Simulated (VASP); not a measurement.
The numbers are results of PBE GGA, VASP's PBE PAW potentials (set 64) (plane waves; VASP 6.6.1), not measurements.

VASP input:

**KPOINTS**
```
Automatic mesh
0
Gamma
7 7 7
0 0 0
```

File POSCAR:
```
Sb
1.0
  4.0212792287  -2.1929255118  -0.0018902848
  4.0212792287   2.1929255118  -0.0018902848
  2.8271045841   0.0000000000   3.6037605974
Sb
2
Direct
  0.2329647319   0.2329647319   0.2329647319
  0.7670352681   0.7670352681   0.7670352681
```

### INCAR
```
ALGO = Normal
EDIFF = 1E-6
EDIFFG = -0.02
ENCUT = 500
GGA = PE
IBRION = 2
ISIF = 3
ISMEAR = 0
LASPH = T
LCHARG = F
LMAXMIX = 4
LREAL = F
LWAVE = F
NELM = 100
NSW = 40
PREC = Accurate
SIGMA = 0.05
SYSTEM = Sb
```

POTCAR, in this order: Sb (PBE.64 set). Program: vasp_std.

**Question.** Estimate the energy per atom (σ→0).

**Answer.** 
```json
{
 "energy per atom (σ→0)": "-4148 meV/atom"
}
```

OSZICAR:
```
...
DAV:   4    -0.829468564655E+01   -0.11614E-01   -0.11610E-01  1003   0.292E+00
DAV:   5    -0.829477779893E+01   -0.92152E-04   -0.92150E-04   923   0.255E-01    0.279E+00
DAV:   6    -0.829497880536E+01   -0.20101E-03   -0.21138E-03   879   0.419E-01    0.168E+00
DAV:   7    -0.829500849410E+01   -0.29689E-04   -0.54961E-03   814   0.654E-01    0.873E-02
DAV:   8    -0.829513256191E+01   -0.12407E-03   -0.15390E-04   908   0.970E-02    0.207E-02
DAV:   9    -0.829515928946E+01   -0.26728E-04   -0.37190E-05   817   0.464E-02    0.452E-03
DAV:  10    -0.829516004069E+01   -0.75123E-06   -0.32973E-06   953   0.121E-02
   1 F= -.82951600E+01 E0= -.82951600E+01  d E =-.829516E+01
```

The compound is Sb in the a7 structure. It was relaxed first, which changed the volume by +5 %.
